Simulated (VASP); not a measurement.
VASP runs on PbO share one base input (PBEsol GGA, plane waves, VASP's PBE PAW potentials (set 64)) and change the settings named in each case.

### POSCAR
```
PbO
1
    4.0922990000     0.0000000000     0.0000000000
    0.0000000000     5.3818480000     0.0000000000
    0.0000000000     0.0000000000    17.9993000000
Pb O
4 4
Direct
  0.0000000000   0.2259700000   0.3333460000
  0.5000000000   0.7740300000   0.4444510000
  0.0000000000   0.2259700000   0.5555490000
  0.5000000000   0.7740300000   0.6666540000
  0.5000000000   0.0000000000   0.3333460000
  0.0000000000   0.0000000000   0.4444510000
  0.5000000000   0.0000000000   0.5555490000
  0.0000000000   0.0000000000   0.6666540000
```

**INCAR**
```
ALGO  =  Normal
DIPOL  =  0.5 0.5 0.5
EDIFF  =  1E-6
ENCUT  =  400
GGA  =  PS
IDIPOL  =  3
ISIF  =  2
ISMEAR  =  0
LASPH  =  .True.
LCHARG  =  .False.
LDIPOL  =  .True.
LMAXMIX  =  4
LREAL  =  .False.
LWAVE  =  .False.
NELM  =  100
PREC  =  Accurate
SIGMA  =  0.05
SYSTEM  =  PbO
```

File KPOINTS:
```
Automatic mesh
0
gamma
 5 4 1
0 0 0
```

POTCAR, in this order: Pb_d O (PBE.64 set). Program: vasp_std.

| change | E(σ→0) (eV/atom) | largest force (eV/Å) |
|---|---|---|
| base run | -5.5082 | 1.692 |
| EDIFF = 1E-02 | -5.5080 | ? |
| ENCUT = 520 | -5.5020 | ? |
| NBANDS = 48 | -5.5082 | 1.692 |

Complete the blanks.

- EDIFF = 1E-02, largest force (eV/Å): 1.673
- ENCUT = 520, largest force (eV/Å): 1.684

Energies of different potentials or functionals have different zeros.  The cell holds a wide vacuum, so values per volume refer to the whole cell. Unless said otherwise, spin-orbit coupling is left out, though it shifts the bands of the heavy elements here.

Left out are runs that ran out of time, are held back, or changed the cell or the kind of run, fixed moments of cells without a moment, rows past the twelfth, gaps on odd meshes, pressures of charged cells and columns that move by less than the noise.

The cell is a sheet or thin cut with vacuum, built from a database entry that may be metastable or hypothetical.
